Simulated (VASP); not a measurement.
Input:

```
Se
1.0
    2.09486    -3.62841     0.00000
    2.09486     3.62841     0.00000
    0.00000     0.00000     5.12717
Se
3
Cartesian
  0.49821   0.86293   3.41812
  3.19330   0.00000   0.00000
  0.49821  -0.86293   1.70906
```

These are PBE GGA with D3 dispersion (zero damping), VASP's PBE PAW potentials (set 64) (plane waves; VASP) values and carry that method's errors. Run with 520 eV cut-off, 6×6×4 Γ-centred mesh, Gaussian smearing of 0.050 eV, potentials Se.

### Question
What does the run give for the energy per atom (σ→0), band gap (on the k-mesh) with the smallest direct gap where there is one?

### Answer

```
Property                                     Result
-----------------------------------  --------------
band gap (on the k-mesh)                    0.67 eV
smallest direct gap (on the k-mesh)         0.70 eV
energy per atom (σ→0)                -3.706 eV/atom
```

Only differences to runs with the same potentials and settings are physical.

The compound is Se in the trig structure. It was relaxed first. The start is the result of an earlier pass.
